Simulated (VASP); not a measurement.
Method: PBEsol GGA, VASP's PBE PAW potentials (set 64) (plane waves; VASP 6.6.1).

VASP input:

### KPOINTS
```
Automatic mesh
0
Gamma
13 13 9
0 0 0
```

INCAR:
```
# general
SYSTEM   =  TiAl
PREC     =  Accurate
ENCUT    =  500   # plane-wave cut-off (eV)
LREAL    =  F   # projection in real space or not
LASPH    =  T   # aspherical one-centre terms

# electronic loop
EDIFF    =  1E-6   # SCF stop (eV)
NELM     =  100
ALGO     =  Normal
LMAXMIX  =  4   # l cut-off of mixed one-centre charges

# smearing
ISMEAR   =  1
SIGMA    =  0.1   # width (eV)

# functional
GGA      =  PS   # PBEsol

# ions
IBRION   =  2   # conjugate gradients
NSW      =  40   # most ionic steps
ISIF     =  3   # ions, shape and volume
EDIFFG   =  -0.02
PSTRESS  =  200   # kbar

# output
LWAVE    =  F
LCHARG   =  F
```

POSCAR:
```
TiAl
1
    2.7322922299     0.0000000000     0.0000000000
    0.0000000000     2.7322922299     0.0000000000
    0.0000000000     0.0000000000     3.9333909099
Ti Al
1 1
Direct
  0.0000000000   0.0000000000   0.0000000000
  0.5000000000   0.5000000000   0.5000000000
```

POTCAR, in this order: Ti_sv Al (PBE.64 set). Program: vasp_std.

The run wrote:

File OSZICAR:
```
       N       E                     dE             d eps       ncg     rms          rms(c)
DAV:   1     0.881858884386E+02    0.88186E+02   -0.73767E+03  3089   0.137E+03
DAV:   2    -0.890243221117E+01   -0.97088E+02   -0.94387E+02  3122   0.333E+02
DAV:   3    -0.145354295638E+02   -0.56330E+01   -0.53601E+01  4676   0.782E+01
DAV:   4    -0.147437683608E+02   -0.20834E+00   -0.20623E+00  3854   0.130E+01
DAV:   5    -0.147528954066E+02   -0.91270E-02   -0.91188E-02  4514   0.249E+00    0.111E+01
DAV:   6    -0.133135930552E+02    0.14393E+01   -0.11268E+01  3745   0.388E+01    0.345E+00
DAV:   7    -0.131952444923E+02    0.11835E+00   -0.93675E-01  3518   0.105E+01    0.225E+00
DAV:   8    -0.131823303363E+02    0.12914E-01   -0.13474E-01  3502   0.412E+00    0.494E-01
DAV:   9    -0.131817812049E+02    0.54913E-03   -0.24159E-02  3817   0.214E+00    0.270E-01
DAV:  10    -0.131819192138E+02   -0.13801E-03   -0.18344E-03  3648   0.500E-01    0.721E-02
DAV:  11    -0.131819091874E+02    0.10026E-04   -0.46311E-04  3869   0.255E-01    0.483E-02
DAV:  12    -0.131819126529E+02   -0.34655E-05   -0.36386E-05  3479   0.702E-02    0.121E-02
DAV:  13    -0.131819116505E+02    0.10023E-05   -0.91171E-07  2393   0.111E-02    0.811E-03
DAV:  14    -0.131819118154E+02   -0.16487E-06   -0.12358E-06  2503   0.142E-02
   1 F= -.95163477E+01 E0= -.95159594E+01  d E =-.951635E+01
       N       E                     dE             d eps       ncg     rms          rms(c)
DAV:   1    -0.162375764114E+02   -0.30557E+01   -0.78111E+01  3362   0.136E+02    0.167E+01
DAV:   2    -0.127973489169E+02    0.34402E+01   -0.17221E+01  3418   0.606E+01    0.384E+00
DAV:   3    -0.125701230994E+02    0.22723E+00   -0.15399E+00  3949   0.114E+01    0.136E+00
DAV:   4    -0.125975600082E+02   -0.27437E-01   -0.46206E-01  3671   0.565E+00    0.100E+00
DAV:   5    -0.126338372348E+02   -0.36277E-01   -0.51903E-02  3867   0.231E+00    0.454E-01
DAV:   6    -0.126617427921E+02   -0.27906E-01   -0.55496E-02  4719   0.135E+00    0.184E-01
DAV:   7    -0.126641317276E+02   -0.23889E-02   -0.40021E-03  3469   0.589E-01    0.106E-01
DAV:   8    -0.126648598321E+02   -0.72810E-03   -0.18704E-03  4776   0.256E-01    0.344E-02
DAV:   9    -0.126649371031E+02   -0.77271E-04   -0.19217E-04  3551   0.115E-01    0.140E-02
DAV:  10    -0.126649367343E+02    0.36876E-06   -0.27397E-05  3555   0.437E-02    0.669E-03
DAV:  11    -0.126649386705E+02   -0.19362E-05   -0.25909E-06  2907   0.149E-02    0.139E-03
DAV:  12    -0.126649389061E+02   -0.23556E-06   -0.54781E-07  1678   0.473E-03
   2 F= -.94658502E+01 E0= -.94655317E+01  d E =0.504975E-01
       N       E                     dE             d eps       ncg     rms          rms(c)
DAV:   1    -0.144619154644E+02   -0.17970E+01   -0.28511E+01  3437   0.884E+01    0.117E+01
DAV:   2    -0.131961178799E+02    0.12658E+01   -0.12662E+01  3762   0.451E+01    0.260E+00
DAV:   3    -0.129740619151E+02    0.22206E+00   -0.12979E+00  3627   0.119E+01    0.548E-01
DAV:   4    -0.129983420320E+02   -0.24280E-01   -0.14402E-01  3648   0.254E+00    0.567E-01
DAV:   5    -0.130268626918E+02   -0.28521E-01   -0.48863E-02  4177   0.171E+00    0.504E-01
DAV:   6    -0.130322834424E+02   -0.54208E-02   -0.20046E-02  4343   0.124E+00    0.175E-01
DAV:   7    -0.130335450805E+02   -0.12616E-02   -0.20806E-03  3795   0.465E-01    0.334E-02
DAV:   8    -0.130335656704E+02   -0.20590E-04   -0.35939E-04  4064   0.120E-01    0.424E-02
DAV:   9    -0.130336037067E+02   -0.38036E-04   -0.18865E-04  3625   0.139E-01    0.200E-02
DAV:  10    -0.130336053736E+02   -0.16668E-05   -0.20653E-05  3389   0.437E-02    0.168E-03
DAV:  11    -0.130336054166E+02   -0.43035E-07   -0.44538E-07  1833   0.541E-03
   3 F= -.95702262E+01 E0= -.95697239E+01  d E =-.538785E-01
```

### OUTCAR
```
------------------------ aborting loop because EDIFF is reached ----------------------------------------
  FORCE on cell =-STRESS in cart. coord.  units (eV):
  Direction    XX          YY          ZZ          XY          YZ          ZX
  --------------------------------------------------------------------------------------
  Total        3.4279163      3.4279163      3.4325370      0.0000000     -0.0000000      0.0000000
  in kB      197.9521200    197.9521200    198.2189560      0.0000000     -0.0000000      0.0000000
  external PRESSURE =      -1.9589347 kB  Pullay stress =     200.0000000 kB
  volume of cell :       27.74
      direct lattice vectors                 reciprocal lattice vectors
     2.681022556  0.000000000  0.000000000     0.372992013  0.000000000  0.000000000
     0.000000000  2.681022556 -0.000000000     0.000000000  0.372992013  0.000000000
     0.000000000  0.000000000  3.859932352     0.000000000  0.000000000  0.259071898
 POSITION                                       TOTAL-FORCE (eV/Angst)
 -----------------------------------------------------------------------------------
      0.00000      0.00000      0.00000         0.000000      0.000000      0.000000
      1.34051      1.34051      1.92997         0.000000      0.000000      0.000000
 -----------------------------------------------------------------------------------
    total drift:                               -0.000000      0.000000     -0.000000
  FREE ENERGIE OF THE ION-ELECTRON SYSTEM (eV)
  ---------------------------------------------------
  free  energy   TOTEN  =       -13.0336054166 eV

  energy  without entropy=      -13.0320983267  energy(sigma->0) =      -13.03310305
  enthalpy is  TOTEN    =        -9.5702262327 eV   P V=        3.4633791838

 reached required accuracy - stopping structural energy minimisation
```
(Selected blocks of OUTCAR.)

**CONTCAR**
```
TiAl
   1.00000000000000
     2.6810225562305661    0.0000000000000000    0.0000000000000000
     0.0000000000000000    2.6810225562305661   -0.0000000000000000
     0.0000000000000000    0.0000000000000000    3.8599323517290820
  Ti              Al
     1     1
Direct
     0.0000000000000000    0.0000000000000000    0.0000000000000000
     0.5000000000000000    0.5000000000000000    0.5000000000000000
```

### OUTCAR
```
 val. band max:        9.9020156285   @ k =   0.3846   0.3077   0.0000

 cond. band min:       9.9102386576   @ k =   0.3077   0.0769   0.4444


 Fermi energy:         9.9055988453

 k-point     1 :       0.0000    0.0000    0.0000
  band No.  band energies     occupation
      1     -46.1223      2.00000
      2     -22.6422      2.00000
      3     -22.0523      2.00000
      4     -22.0523      2.00000
      5       0.2003      2.00000
      6       7.7191      2.00000
      7       8.8472      2.00000
      8       9.8509      1.78960
      9      12.5136      0.00000
     10      12.5136      0.00000
     11      13.8954      0.00000

 k-point     2 :       0.0769    0.0000    0.0000
  band No.  band energies     occupation
      1     -46.1162      2.00000
      2     -22.6364      2.00000
      3     -22.0991      2.00000
      4     -22.0482      2.00000
      5       0.3318      2.00000
      6       7.8299      2.00000
      7       8.9090      2.00000
      8       9.6900      2.00936
      9      12.5389      0.00000
     10      12.6818      0.00000
     11      13.7488      0.00000

 k-point     3 :       0.1538    0.0000    0.0000
  band No.  band energies     occupation
      1     -46.0991      2.00000
      2     -22.6203      2.00000
      3     -22.2275      2.00000
      4     -22.0371      2.00000
      5       0.7205      2.00000
      6       8.1262      2.00000
      7       9.0437      2.00000
      8       9.3033      2.00000
      9      12.6097      0.00000
     10      13.1096      0.00000
     11      13.3751      0.00000

 k-point     4 :       0.2308    0.0000    0.0000
  band No.  band energies     occupation
      1     -46.0749      2.00000
      2     -22.5975      2.00000
      3     -22.4055      2.00000
      4     -22.0212      2.00000
      5       1.3514      2.00000
      6       8.5002      2.00000
      7       8.8443      2.00000
      8       9.0474      2.00000
      9      12.7117      0.00000
...
```

Energy and stress use the plane-wave basis of the starting cell.

The compound is TiAl in the L1_0 structure. This run relaxes it under an external pressure of 20 GPa. Symmetry was kept, so distortions that lower it aren't found. The electron count is odd and the run is not spin-polarised, which forces a metal.
